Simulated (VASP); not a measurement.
The system is SnTe.

```
Sn Te
1.0
     0.00000    3.15085    3.15085
     3.15085    0.00000    3.15085
     3.15085    3.15085    0.00000
Sn Te
1 1
Cartesian
  0.0000 0.0000 0.0000
  3.1509 3.1509 3.1509
```

| Item | Value |
| --- | --- |
| Program | VASP 6.6.1 |
| Task | relaxation of cell and atoms |
| Functional | PBE |
| Potentials or basis | VASP PAW PBE potentials, release 64 (Sn_d, Te) |
| Cutoff | 520 eV |
| k mesh | 8 × 8 × 8 |
| Occupations | gaussian, width 0.02 eV |
| Spin | no spin polarisation |

At the start: pressure 2.3 GPa; volume 31.28 Å³/atom.

Q: How do energy, volume and symmetry change on relaxing?

A: Over 5 steps the energy falls by 11.1 meV/atom and the volume is 32.95 Å³/atom (+5.3 %); space group Fm-3m (No. 225, to 0.05 Å).

The path:
```tsv
step	energy change (eV)	largest force (eV/Å)	pressure (GPa)	volume (Å³)
1	0.0000	0.0000	2.27	62.56
2	-0.0211	0.0000	-0.46	66.66
3	-0.0222	0.0000	0.02	65.85
4	-0.0222	0.0000	-0.02	65.92
5	-0.0222	0.0000	0.00	65.89
```

Final structure:
```yaml
crystal:
  lattice:
    - [0.00000, 3.20575, 3.20575]
    - [3.20575, 0.00000, 3.20575]
    - [3.20575, 3.20575, 0.00000]
  atoms:
    - { symbol: Sn, position: [0.00000, 0.00000, 0.00000] }
    - { symbol: Te, position: [0.50000, 0.50000, 0.50000] }
```
